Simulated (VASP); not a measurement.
Output of a VASP run:

**OSZICAR**
```
       N       E                     dE             d eps       ncg     rms          rms(c)
DAV:   1     0.119019980548E+03    0.11902E+03   -0.93982E+03  1352   0.133E+03
DAV:   2    -0.871440672854E+01   -0.12773E+03   -0.12321E+03  1456   0.350E+02
DAV:   3    -0.111392483717E+02   -0.24248E+01   -0.23445E+01  1616   0.491E+01
DAV:   4    -0.111649937241E+02   -0.25745E-01   -0.25733E-01  1496   0.490E+00
DAV:   5    -0.111656880724E+02   -0.69435E-03   -0.69433E-03  1708   0.731E-01    0.124E+01
DAV:   6    -0.106033199810E+02    0.56237E+00   -0.35230E+00  1416   0.215E+01    0.233E+00
DAV:   7    -0.105351082878E+02    0.68212E-01   -0.27025E-01  1408   0.623E+00    0.211E+00
DAV:   8    -0.105206152286E+02    0.14493E-01   -0.16656E-02  1464   0.128E+00    0.181E-01
DAV:   9    -0.105205571488E+02    0.58080E-04   -0.21751E-04  1660   0.138E-01    0.116E-01
DAV:  10    -0.105205561069E+02    0.10420E-05   -0.33397E-05  1528   0.750E-02    0.874E-03
DAV:  11    -0.105205555278E+02    0.57901E-06   -0.11748E-06   976   0.147E-02
   1 F= -.10520556E+02 E0= -.10520082E+02  d E =-.105206E+02
       N       E                     dE             d eps       ncg     rms          rms(c)
DAV:   1    -0.105241208307E+02   -0.35647E-02   -0.52904E-02  1376   0.327E+00    0.528E-01
DAV:   2    -0.105208983727E+02    0.32225E-02   -0.21806E-02  1400   0.176E+00    0.198E-01
DAV:   3    -0.105205159910E+02    0.38238E-03   -0.12677E-03  1396   0.420E-01    0.428E-02
DAV:   4    -0.105205112378E+02    0.47531E-05   -0.10365E-04  1392   0.729E-02    0.891E-03
DAV:   5    -0.105205114633E+02   -0.22542E-06   -0.32065E-06  1568   0.187E-02
   2 F= -.10520511E+02 E0= -.10520040E+02  d E =0.440646E-04
       N       E                     dE             d eps       ncg     rms          rms(c)
DAV:   1    -0.105219654404E+02   -0.14542E-02   -0.20205E-02  1376   0.202E+00    0.333E-01
DAV:   2    -0.105207217104E+02    0.12437E-02   -0.83476E-03  1400   0.109E+00    0.124E-01
DAV:   3    -0.105205781453E+02    0.14357E-03   -0.48775E-04  1396   0.261E-01    0.275E-02
DAV:   4    -0.105205790963E+02   -0.95101E-06   -0.40769E-05  1384   0.460E-02    0.563E-03
DAV:   5    -0.105205794231E+02   -0.32686E-06   -0.12993E-06  1020   0.121E-02
   3 F= -.10520579E+02 E0= -.10520106E+02  d E =-.238953E-04
```

**OUTCAR**
```
------------------------ aborting loop because EDIFF is reached ----------------------------------------
  FORCE on cell =-STRESS in cart. coord.  units (eV):
  Direction    XX          YY          ZZ          XY          YZ          ZX
  --------------------------------------------------------------------------------------
  Total        0.0044910      0.0044910      0.0044910     -0.0000000      0.0000000     -0.0000000
  in kB        0.2688576      0.2688576      0.2688576     -0.0000000      0.0000000     -0.0000000
  external PRESSURE =       0.2688576 kB  Pullay stress =       0.0000000 kB
  volume of cell :       26.76
      direct lattice vectors                 reciprocal lattice vectors
     2.991193943  0.000000000  0.000000000     0.334314665 -0.000000000  0.000000000
     0.000000000  2.991193943  0.000000000    -0.000000000  0.334314665  0.000000000
    -0.000000000 -0.000000000  2.991193943    -0.000000000 -0.000000000  0.334314665
 POSITION                                       TOTAL-FORCE (eV/Angst)
 -----------------------------------------------------------------------------------
      1.49560      1.49560      1.49560         0.000000     -0.000000      0.000000
      0.00000      0.00000      0.00000        -0.000000      0.000000     -0.000000
 -----------------------------------------------------------------------------------
    total drift:                               -0.000000      0.000000      0.000000
  FREE ENERGIE OF THE ION-ELECTRON SYSTEM (eV)
  ---------------------------------------------------
  free  energy   TOTEN  =       -10.5205794231 eV

  energy  without entropy=      -10.5191598960  energy(sigma->0) =      -10.52010625

 reached required accuracy - stopping structural energy minimisation
```
(Selected blocks of OUTCAR.)

File POSCAR:
```
RuAl
1
    2.9900000000     0.0000000000     0.0000000000
    0.0000000000     2.9900000000     0.0000000000
    0.0000000000     0.0000000000     2.9900000000
Al Ru
1 1
Direct
  0.5000000000   0.5000000000   0.5000000000
  0.0000000000   0.0000000000   0.0000000000
```

Task: Reconstruct the remaining input files.

Result: This is not unique; one that fits is the input of the run itself, rev-vdW-DF2, plane waves, VASP's PBE PAW potentials (set 64).

**INCAR**
```
SYSTEM = RuAl
PREC = Accurate
ENCUT = 520
EDIFF = 1E-6
NELM = 100
ALGO = Normal
LREAL = .FALSE.
LASPH = .TRUE.
ISMEAR = 1
SIGMA = 0.1
GGA = MK
PARAM1 = 0.1234568
PARAM2 = 0.7114
ZAB_VDW = -1.8867
LUSE_VDW = .TRUE.
AGGAC = 0.0
LMAXMIX = 4
LWAVE = .FALSE.
LCHARG = .FALSE.
IBRION = 2
ISIF = 3
NSW = 60
EDIFFG = -0.01
```

File KPOINTS:
```
Automatic mesh
0
Gamma
11 11 11
0 0 0
```

POTCAR, in this order: Al Ru_pv (PBE.64 set). Program: vasp_std.

The compound is RuAl in the CsCl type structure. This run relaxes it. Symmetry was kept, so distortions that lower it aren't found. The electron count is odd and the run is not spin-polarised, which forces a metal.
